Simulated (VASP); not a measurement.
# CaMg6Fe: single point with PBE

CaMg6Fe:

```
Fe Ca Mg
1.0
     5.06228    0.00000    0.00000
     0.00000    3.24997    5.57793
     0.00000   -3.24997    5.57793
Fe Ca Mg
1 1 6
Direct
  0.00724 0.34346 0.34337
  0.01292 0.83776 0.82433
  0.50508 0.17686 0.17599
  0.49777 0.65877 0.65949
  0.49902 0.18513 0.63795
  0.50051 0.64810 0.18114
  0.99394 0.33510 0.82185
  0.98336 0.82962 0.33687
```

The cell comes from a database or a generator and needn't be the stable form of this composition.

The cell isn't the ideal one: atoms moved at random, drawn with an rms of 0.05 Å.

```
Program             : VASP 6.6.1
Task                : single point
Functional          : PBE
Potentials or basis : VASP PAW PBE potentials, release 64 (Fe, Ca_sv, Mg)
Cutoff              : 520 eV
k mesh              : 5 × 5 × 5
Occupations         : fermi-dirac, width 0.05 eV
Spin                : collinear spin, ferromagnetic start
Starting moments    : [3.0, 0.0, 0.0, 0.0, 0.0, 0.0, 0.0, 0.0] μB
```

```yaml
Pressure: 0.0 GPa
Largest_force: 0.436 eV/Å
Band_gap_on_the_k_mesh: none (metal or under the smearing width)
Net_moment: 2.71 μB per cell
Site_moments: Fe +2.83; Ca -0.01; Mg -0.01, +0.01 μB
Valence_electrons_inside_the_program's_atomic_spheres: Fe 6.70; Ca 8.19; Mg 0.33, 0.37, 0.36, 0.35
```

Forces in eV/Å, atoms in the order of the input:
```
Fe  -0.051  0.039  0.098
Ca  -0.375 -0.165  0.150
Mg  -0.150  0.045 -0.058
Mg   0.033 -0.013 -0.054
Mg   0.122  0.000  0.030
Mg   0.028 -0.004 -0.062
Mg   0.103  0.003  0.049
Mg   0.290  0.097 -0.154
```

Stress tensor (GPa, compression positive):
```
 0.35  0.03 -0.10
 0.03 -0.65  0.01
-0.10  0.01  0.24
```

Levels at points of the mesh, in eV from the Fermi level:
Spin up:
```
           k point  band 15  band 16  band 17  band 18  band 19  band 20
(0.00, 0.00, 0.00)    -1.41    -1.29    -0.94     0.04     1.57     2.20
```
Spin down:
```csv
k point,band 12,band 13,band 14,band 15,band 16,band 17
"(0.00, 0.00, 0.00)",-0.98,-0.81,-0.44,0.09,0.35,0.35
```

Run time: 8.9 min on 1 thread of Intel(R) Xeon(R) 6975P-C (Granite Rapids) (shared host), peak memory 0.74 GiB.
